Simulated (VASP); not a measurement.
# NaSrLiS2 with PBE: from relaxation to properties, part 2 of 7

Wanted: the relaxed cell of NaSrLiS2 and its properties. The cell is invented: it takes the structure of a Materials Project entry for NaLiCdS2 (space group 156 there), with some of its atoms replaced by other elements, volume scaled by an estimate. It may not be a known or stable phase. Left out of this account: at least 1 further run (vcrelax: its dispersion library returned no energy). The atoms of the start are displaced at random from the sites of a P3m1 cell.

VASP 6.6.1, plane waves and PAW; the level of theory is named at each step.

So far: Starting point; Rough relaxation of the start cell.

## (2) Rough relaxation of the start cell (continued)

Level of this step: PBE; plane waves and PAW (Sr_sv, S, Na_pv, Li_sv); invented cell (VASP).

From OUTCAR (step 2):

```text
ion  position               nearest neighbor table
   1  0.000  0.999  0.381-   3 2.56   2 2.61   2 2.62   2 2.63   5 3.13   5 3.15   5 3.15   4 3.79
                             4 3.79   4 3.79
   2  0.665  0.330  0.244-   1 2.61   1 2.62   1 2.63
   3  0.003  0.001  0.739-   5 2.48   5 2.50   5 2.52   1 2.56
   4  0.333  0.666  0.974-   1 3.79   1 3.79   1 3.79
   5  0.663  0.329  0.659-   3 2.48   3 2.50   3 2.52   1 3.13   1 3.15   1 3.15

  LATTYP: Found a hexagonal cell.
 ALAT       =     4.2155560000
 C/A-ratio  =     1.6938875916

 Subroutine GETGRP returns: Found  1 space group operations
 (whereof  1 operations were pure point group operations)

The static configuration has the point symmetry C_1 .

 Found     38 irreducible k-points:

   k-points           NKPTS =     38   k-points in BZ     NKDIM =     38   number of bands    NBANDS=     22

   dimension x,y,z NGX =    28 NGY =   28 NGZ =   48
   dimension x,y,z NGXF=    56 NGYF=   56 NGZF=   96

   ENCUT  =  650.0 eV  47.77 Ry    6.91 a.u.   8.76  8.76 14.84*2*pi/ulx,y,z

   NELECT =      32.0000    total number of electrons

 k-points in reciprocal lattice and weights: Automatic mesh
   0.00000000  0.00000000  0.00000000       0.013
   0.20000000 -0.00000000  0.00000000       0.027
   0.00000000  0.20000000  0.00000000       0.027
  -0.20000000  0.20000000  0.00000000       0.027
   0.40000000  0.00000000  0.00000000       0.027
   0.00000000  0.40000000  0.00000000       0.027
  -0.40000000  0.40000000  0.00000000       0.027
   0.20000000  0.20000000  0.00000000       0.027
  -0.20000000  0.40000000  0.00000000       0.027
[...]
0.20000000  0.40000000  0.33333333       0.027
  -0.40000000 -0.40000000  0.33333333       0.027

 average (electrostatic) potential at core
       1 -38.7357       2 -88.4513       3 -88.1967       4 -47.3465       5 -62.9134

 E-fermi :   0.9820

 k-point     1 :       0.0000    0.0000    0.0000
  band No.  band energies     occupation
    ...
     12       0.0803      2.00000
     13       0.0816      2.00000
     14       0.5024      2.00000
     15       0.7028      2.00000
     16       0.7033      2.00000
     17       3.4181      0.00000
     18       5.7630      0.00000
     19       6.0340      0.00000
     20       6.0361      0.00000
     21       7.0545      0.00000
    ...

 k-point     2 :       0.2000   -0.0000    0.0000
  band No.  band energies     occupation
    ...
     12      -0.3487      2.00000
     13       0.0667      2.00000
     14       0.0890      2.00000
     15       0.5251      2.00000
     16       0.5434      2.00000
     17       4.2885      0.00000
     18       5.1910      0.00000
     19       5.8918      0.00000
     20       6.1590      0.00000
     21       6.8768      0.00000
    ...

 k-point     3 :       0.0000    0.2000    0.0000
  band No.  band energies     occupation
    ...
     12      -0.3501      2.00000
     13       0.0668      2.00000
     14       0.0901      2.00000
     15       0.5258      2.00000
     16       0.5436      2.00000
     17       4.2884      0.00000
     18       5.1900      0.00000
     19       5.8922      0.00000
     20       6.1606      0.00000
     21       6.8764      0.00000
    ...

  Total       -0.0236362     -0.0339918     -0.0114887      0.0026724      0.0008360     -0.0002295
  in kB       -0.3052198     -0.4389450     -0.1483567      0.0345088      0.0107960     -0.0029632
  external PRESSURE =      -0.2975072 kB  Pullay stress =       0.0000000 kB

  energy-cutoff  :      650.00
  volume of cell :      124.07
      direct lattice vectors                 reciprocal lattice vectors
     4.373507173 -0.000431563  0.000483388     0.228662479  0.132000006 -0.000050310
    -2.187127273  3.788741884  0.000191842     0.000026051  0.263954900 -0.000044987
     0.000910845  0.001276155  7.488153522    -0.000014762 -0.000015283  0.133544275

 POSITION                                       TOTAL-FORCE (eV/Angst)
 -----------------------------------------------------------------------------------
      2.18710      3.78054      2.67131        -0.000080     -0.000801      0.021397
      2.18751      1.25475      1.37503         0.000847      0.002908     -0.028201
      2.18886      3.78395      5.54505        -0.000575     -0.001136     -0.006692
      0.00207      2.52118      7.23060        -0.000183     -0.000782      0.013771
      2.18889      1.25806      5.62562        -0.000009     -0.000189     -0.000276
 -----------------------------------------------------------------------------------
    total drift:                               -0.000133     -0.000081      0.012286

  FREE ENERGIE OF THE ION-ELECTRON SYSTEM (eV)
  ---------------------------------------------------
  free  energy   TOTEN  =       -20.2281559239 eV

  energy  without entropy=      -20.2281559239  energy(sigma->0) =      -20.22815592

 reached required accuracy - stopping structural energy minimisation

 total charge
# of ion       s       p       d       tot
------------------------------------------
    1        2.022   5.780   0.240   8.041
    2        1.320   2.449   0.000   3.768
    3        1.312   2.427   0.000   3.739
    4        0.050   5.979   0.000   6.029
    5        2.017   0.045   0.000   2.061
--------------------------------------------------
tot          6.720  16.680   0.240  23.639

[... 3 further parts left out ...]
```

CONTCAR:

```
NaSrLiS2
   1.00000000000000
     4.3735071731271695   -0.0004315625265190    0.0004833877314242
    -2.1871272726324360    3.7887418835051729    0.0001918424984191
     0.0009108448214787    0.0012761545207128    7.4881535220583642
  Sr              S               Na              Li
     1     2     1     1
Direct
     0.9990045473621638    0.9978287566464930    0.3566484012918743
     0.6657597591303587    0.3311917436549762    0.1835757239710556
     0.9997129233983910    0.9985995875843252    0.7404188911305168
     0.3329049891613176    0.6651528110925083    0.9655665160053818
     0.6662987809477655    0.3318751010216940    0.7512184676011636
```

The gap is read on the k-mesh alone, so it is an upper bound where the band edges lie off the mesh, and a coarse mesh can show a gap where there is none. In some ionic steps the electronic loop met its limit (NELM), so the energies of those steps, and differences from them, are uncertain. This relaxation is a rough one on cheap settings, only to bring the start near its minimum. After so large a change of volume the plane waves of the start cell no longer fit, so the final stress carries a basis-set error.

Relaxation path:

| step | energy less that of the first step (eV) | largest force (eV/Å) | pressure (GPa) | volume (Å³) |
| --- | --- | --- | --- | --- |
| 1 | 0.0000 | 1.7800 | 8.81 | 109.90 |
| 2 | -0.5882 | 0.6779 | -0.22 | 130.25 |
| 3 | -0.5894 | 0.6747 | 0.06 | 129.33 |
| 4 | -0.6218 | 0.5946 | -0.17 | 130.06 |
| 5 | -0.6519 | 0.6681 | -0.70 | 132.21 |
| 6 | -0.6706 | 0.6106 | -0.62 | 131.88 |
| 7 | -0.7159 | 0.4160 | -0.48 | 130.88 |
| 8 | -0.7625 | 0.4384 | -0.10 | 128.91 |
| 9 | -0.7663 | 0.5257 | 0.01 | 128.20 |
| 10 | -0.7938 | 0.4583 | -0.18 | 127.99 |
| 11 | -0.8265 | 0.3605 | -0.44 | 127.49 |
| 12 | -0.8280 | 0.3793 | -0.53 | 127.36 |
| 13 | -0.8510 | 0.3339 | -0.20 | 125.07 |
| 14 | -0.8588 | 0.3286 | 0.14 | 123.23 |
| 15 | -0.8591 | 0.3248 | 0.14 | 122.94 |
| 16 | -0.8682 | 0.1720 | 0.06 | 123.30 |
| 17 | -0.8714 | 0.1644 | 0.01 | 123.65 |
| 18 | -0.8758 | 0.0432 | 0.01 | 123.87 |
| 19 | -0.8764 | 0.0552 | 0.01 | 123.97 |
| 20 | -0.8764 | 0.0559 | 0.01 | 123.98 |
| 21 | -0.8769 | 0.0284 | -0.03 | 124.07 |

| cell as run | before | after | change |
| --- | --- | --- | --- |
| a (Å) | 4.216 | 4.374 | +3.7 % |
| b (Å) | 4.216 | 4.375 | +3.8 % |
| c (Å) | 7.141 | 7.488 | +4.9 % |
| β (°) | 90.00 | 89.99 | -0.0 % |
| volume (Å³/atom) | 21.98 | 24.81 | +12.9 % |

The atoms that moved most (Å, as changes of fractional coordinates times the final cell):

```csv
atom,dx,dy,dz,length
Li5,0.007,0.011,0.687,0.687
S2,0.001,0.006,-0.456,0.456
Sr1,-0.004,-0.004,-0.181,0.181
Na4,0.003,-0.002,-0.063,0.063
S3,-0.007,-0.011,0.013,0.018
```

The relaxed structure:

```
Sr S Na Li
1.0
     4.37351   -0.00043    0.00048
    -2.18713    3.78874    0.00019
     0.00091    0.00128    7.48815
Sr S Na Li
1 2 1 1
Direct
  0.99900 0.99783 0.35665
  0.66576 0.33119 0.18358
  0.99971 0.99860 0.74042
  0.33290 0.66515 0.96557
  0.66630 0.33188 0.75122
```

A gap read on the k-mesh alone can miss the band edges.

This step gave:

```yaml
electrons: 32
bands: 22
irreducible_k_points: 38
symmetry_operations: 1
free_energy_toten: -20.23 eV
fermi_energy: 0.982 eV
pressure: -0.02975 GPa
metallic_judged_on_the_points_sampled: no
valence_top_at_k: 0, 0, 0.3333
conduction_bottom_at_k: 0, 0, 0
least_direct_gap_at_k: 0, 0, 0
scf_cycles_over_all_ionic_steps: 430
gap_on_the_k_mesh: 2.694 eV
least_direct_gap_on_the_k_mesh: 2.715 eV
```

It ends with a largest force of 0.028 eV/Å and a pressure of -0.03 GPa.

## (3) Relaxing cell and atoms (PBE)

Properties are meant for the cell that this level of theory prefers, so cell and atoms are relaxed first (ISIF = 3) until forces and stress are small; EDIFFG sets the threshold.

Input file INCAR:

```
SYSTEM = NaSrLiS2
PREC = Accurate
ENCUT = 650
EDIFF = 1E-06
NELM = 100
ISMEAR = 0
SIGMA = 0.05
LREAL = .FALSE.
ALGO = Normal
GGA = PE
NBANDS = 22
LORBIT = 11
LWAVE = .FALSE.
LCHARG = .FALSE.
KPAR = 2
IBRION = 2
NSW = 60
ISIF = 3
EDIFFG = -0.01
```

Input file POSCAR:

```
NaSrLiS2
1.0
    4.3741087900      0.0000000000      0.0000000000
   -2.1870544000      3.7880893300      0.0000000000
    0.0000000000      0.0000000000      7.4881536900
Sr S Na Li
1 2 1 1
Direct
    0.6666666670      0.3333333330      0.3566484010
    0.3333333330      0.6666666670      0.1835757240
    0.6666666670      0.3333333330      0.7404188910
    0.0000000000      0.0000000000      0.9655665160
    0.3333333330      0.6666666670      0.7512184680
```

Input file KPOINTS:

```
Automatic mesh
0
Gamma
6 6 3
0 0 0
```

PAW data sets: Sr_sv, S, Na_pv and Li_sv (PBE family, release 64).

The cell reached was symmetrised within 0.01 Å before this step, which raises the operations from 1 to 6, which the run then keeps.

Launch:

```bash
$ mpirun -np 2 vasp_std
```

The program printed:

```text
[... set-up lines as in an earlier step ...]
 entering main loop
       N       E                     dE             d eps       ncg     rms          rms(c)
DAV:   1     0.262474913429E+03    0.26247E+03   -0.15253E+04   748   0.165E+03
DAV:   2     0.101943231223E+02   -0.25228E+03   -0.23512E+03   792   0.369E+02
DAV:   3    -0.195385309975E+02   -0.29733E+02   -0.29323E+02  1230   0.107E+02
DAV:   4    -0.214356402830E+02   -0.18971E+01   -0.18861E+01  1234   0.245E+01
DAV:   5    -0.216012801858E+02   -0.16564E+00   -0.16562E+00  1198   0.495E+00    0.170E+01
DAV:   6    -0.202969180197E+02    0.13044E+01   -0.26852E+00   962   0.682E+00    0.117E+01
DAV:   7    -0.202390227841E+02    0.57895E-01   -0.11349E+00  1096   0.468E+00    0.383E+00
DAV:   8    -0.202297999637E+02    0.92228E-02   -0.24972E-01   954   0.222E+00    0.709E-01
DAV:   9    -0.202288444711E+02    0.95549E-03   -0.15870E-02   952   0.625E-01    0.275E-01
DAV:  10    -0.202307543494E+02   -0.19099E-02   -0.21542E-03   868   0.245E-01    0.114E-01
DAV:  11    -0.202314539321E+02   -0.69958E-03   -0.67115E-04  1048   0.142E-01    0.687E-02
DAV:  12    -0.202316137464E+02   -0.15981E-03   -0.24208E-04   944   0.737E-02    0.226E-02
DAV:  13    -0.202316391655E+02   -0.25419E-04   -0.34296E-05  1030   0.280E-02    0.969E-03
DAV:  14    -0.202316440057E+02   -0.48402E-05   -0.59389E-06   784   0.110E-02    0.436E-03
DAV:  15    -0.202316458731E+02   -0.18674E-05   -0.16536E-06   768   0.672E-03    0.292E-03
DAV:  16    -0.202316461236E+02   -0.25050E-06   -0.31200E-07   632   0.348E-03
   1 F= -.20231646E+02 E0= -.20231646E+02  d E =-.202316E+02
 curvature:   0.00 expect dE= 0.000E+00 dE for cont linesearch  0.000E+00
 trial: gam= 0.00000 g(F)=  0.103E-03 g(S)=  0.414E-04 ort = 0.000E+00 (trialstep = 0.100E+01)
 search vector abs. value=  0.145E-03
 bond charge predicted
       N       E                     dE             d eps       ncg     rms          rms(c)
DAV:   1    -0.202319309397E+02   -0.28507E-03   -0.13055E-02   938   0.811E-01    0.109E-01
DAV:   2    -0.202317998637E+02    0.13108E-03   -0.59660E-04   934   0.174E-01    0.499E-02
DAV:   3    -0.202317656750E+02    0.34189E-04   -0.10267E-04  1136   0.625E-02    0.268E-02
DAV:   4    -0.202317648594E+02    0.81557E-06   -0.14580E-05  1432   0.196E-02    0.211E-02
DAV:   5    -0.202317668510E+02   -0.19915E-05   -0.15571E-06   878   0.646E-03    0.954E-03
DAV:   6    -0.202317682539E+02   -0.14029E-05   -0.18674E-06   964   0.641E-03    0.165E-03
DAV:   7    -0.202317683767E+02   -0.12284E-06   -0.21782E-07   506   0.257E-03
   2 F= -.20231768E+02 E0= -.20231768E+02  d E =-.122253E-03
[...]
3 F= -.20231875E+02 E0= -.20231875E+02  d E =-.229218E-03
[...]
4 F= -.20231968E+02 E0= -.20231968E+02  d E =-.924964E-04
[...]
5 F= -.20231995E+02 E0= -.20231995E+02  d E =-.120101E-03
 curvature:  -2.14 expect dE=-0.542E-04 dE for cont linesearch -0.175E-07
 trial: gam= 0.27369 g(F)=  0.191E-04 g(S)=  0.631E-05 ort = 0.112E-05 (trialstep = 0.160E+01)
 search vector abs. value=  0.374E-04
 bond charge predicted
       N       E                     dE             d eps       ncg     rms          rms(c)
DAV:   1    -0.202320480885E+02   -0.52058E-04   -0.11947E-02   772   0.751E-01    0.572E-02
DAV:   2    -0.202320381898E+02    0.98987E-05   -0.31381E-04   976   0.124E-01    0.275E-02
DAV:   3    -0.202320263559E+02    0.11834E-04   -0.27530E-05  1078   0.376E-02    0.124E-02
DAV:   4    -0.202320257128E+02    0.64313E-06   -0.40308E-06  1090   0.121E-02
   6 F= -.20232026E+02 E0= -.20232026E+02  d E =-.302701E-04
 trial-energy change:   -0.000030  1 .order   -0.000027   -0.000041   -0.000013
 step:   2.3724(harm=  2.3724)  dis= 0.00172  next Energy=   -20.232026 (dE=-0.305E-04)
 reached required accuracy - stopping structural energy minimisation
```

Elapsed: 51 s, on 2 MPI ranks of Intel Xeon 6975P-C (Granite Rapids), shared host; peak memory 0.65 GiB; 1.7 min of CPU time.

OUTCAR, selected parts (step 3):

```text
  LATTYP: Found a hexagonal cell.
 ALAT       =     4.3741087900
 C/A-ratio  =     1.7119267146

 Subroutine GETGRP returns: Found  6 space group operations
 (whereof  6 operations were pure point group operations)

The static configuration has the point symmetry C_3v.

 Found     17 irreducible k-points:

   k-points           NKPTS =     17   k-points in BZ     NKDIM =     17   number of bands    NBANDS=     22

   dimension x,y,z NGX =    36 NGY =   36 NGZ =   64
   dimension x,y,z NGXF=    72 NGYF=   72 NGZF=  128

   ENCUT  =  650.0 eV  47.77 Ry    6.91 a.u.   9.09  9.09 15.57*2*pi/ulx,y,z

   NELECT =      32.0000    total number of electrons

 E-fermi :   1.0142

 k-point     1 :       0.0000    0.0000    0.0000
  band No.  band energies     occupation
    ...
     12       0.1039      2.00000
     13       0.1039      2.00000
     14       0.5164      2.00000
     15       0.7274      2.00000
     16       0.7274      2.00000
     17       3.4298      0.00000
     18       5.7785      0.00000
     19       6.0439      0.00000
     20       6.0439      0.00000
     21       7.0673      0.00000
    ...

 k-point     2 :       0.1667    0.0000    0.0000
  band No.  band energies     occupation
    ...
     12      -0.2295      2.00000
     13       0.1084      2.00000
     14       0.2318      2.00000
     15       0.5566      2.00000
     16       0.5957      2.00000
     17       4.1045      0.00000
     18       5.3465      0.00000
     19       5.9265      0.00000
     20       6.1192      0.00000
     21       6.8584      0.00000
    ...

  Total        0.0082222      0.0082222      0.0118264     -0.0000000     -0.0000000      0.0000000
  in kB        0.1064849      0.1064849      0.1531625     -0.0000000     -0.0000000      0.0000000
  external PRESSURE =       0.1220441 kB  Pullay stress =       0.0000000 kB

  energy-cutoff  :      650.00
  volume of cell :      123.71
      direct lattice vectors                 reciprocal lattice vectors
     4.366098326  0.000000000 -0.000000000     0.229037444  0.132234830  0.000000000
    -2.183049168  3.781152064  0.000000000    -0.000000000  0.264469660  0.000000000
    -0.000000000 -0.000000000  7.493663760     0.000000000 -0.000000000  0.133446073

 POSITION                                       TOTAL-FORCE (eV/Angst)
 -----------------------------------------------------------------------------------
      2.18305      1.26038      2.67626         0.000000      0.000000     -0.003211
     -0.00000      2.52077      1.36505        -0.000000     -0.000000      0.002538
      2.18305      1.26038      5.54578         0.000000      0.000000     -0.008403
     -0.00000     -0.00000      7.24302        -0.000000     -0.000000      0.003711
     -0.00000      2.52077      5.63161        -0.000000     -0.000000      0.005365
 -----------------------------------------------------------------------------------
    total drift:                               -0.000001      0.000001     -0.001270

  FREE ENERGIE OF THE ION-ELECTRON SYSTEM (eV)
  ---------------------------------------------------
  free  energy   TOTEN  =       -20.2320257128 eV

  energy  without entropy=      -20.2320257128  energy(sigma->0) =      -20.23202571

 total charge
# of ion       s       p       d       tot
------------------------------------------
    1        2.022   5.781   0.239   8.042
    2        1.319   2.449   0.000   3.768
    3        1.312   2.428   0.000   3.740
    4        0.050   5.979   0.000   6.030
    5        2.017   0.045   0.000   2.062
--------------------------------------------------
tot          6.721  16.681   0.239  23.641

[... 1 part as in an earlier step ...]

[... 7 further parts left out ...]
```

The run keeps the 6 symmetry operations of its start, so it cannot find a distortion of lower symmetry.

Relaxation path:

| step | energy less that of the first step (eV) | largest force (eV/Å) | pressure (GPa) | volume (Å³) |
| --- | --- | --- | --- | --- |
| 1 | 0.0000 | 0.0332 | -0.05 | 124.08 |
| 2 | -0.0001 | 0.0287 | -0.02 | 123.94 |
| 3 | -0.0002 | 0.0190 | 0.05 | 123.65 |
| 4 | -0.0003 | 0.0111 | 0.01 | 123.71 |
| 5 | -0.0003 | 0.0135 | -0.02 | 123.76 |
| 6 | -0.0004 | 0.0084 | 0.01 | 123.71 |

```
conventional cell, symmetrised  before  after  change
                         a (Å)   4.374  4.366  -0.2 %
                         b (Å)   4.374  4.366  -0.2 %
                         c (Å)   7.488  7.494  +0.1 %
              volume (Å³/atom)   24.82  24.74  -0.3 %
```

The atoms that moved most (Å, as changes of fractional coordinates times the final cell):

```csv
atom,dx,dy,dz,length
S2,0.000,0.000,-0.011,0.011
Na4,0.000,0.000,0.007,0.007
```

Final coordinates:

```xyz
5
Lattice="4.3661 0.0000 0.0000 -2.1830 3.7812 0.0000 0.0000 0.0000 7.4937" Properties=species:S:1:pos:R:3 pbc="T T T"
Sr    2.1830    1.2604    2.6763
S     0.0000    2.5208    1.3650
S     2.1830    1.2604    5.5458
Na    0.0000    0.0000    7.2430
Li    0.0000    2.5208    5.6316
```

This step gave:

```yaml
irreducible_k_points: 17
symmetry_operations: 6
fermi_energy: 1.014 eV
pressure: 0.01220 GPa
scf_cycles_over_all_ionic_steps: 44
gap_on_the_k_mesh: 2.681 eV
least_direct_gap_on_the_k_mesh: 2.702 eV
```

It ends with a largest force of 0.008 eV/Å and a pressure of 0.01 GPa.

(Part 2 of 7 ends here.)

[Lines on the potential files, build, host, timing and source positions are cut from VASP's logs without a mark.]

[Logs are printed without paths, hosts, clocks, repeated set-up lines and the standing remarks that a program may print on its own settings, such as how far it seeks lower states.]

[Hosts, paths, dates, database ids (printed as entryN), source tags and the programs' standing remarks are cut or masked in the printed files.]

[A measured line is paired with the nearest computed mode of its activity, which favours agreement.]

[In band tables of VASP the shares of atoms and orbitals are scaled to a sum of 1 inside the atoms' spheres.]
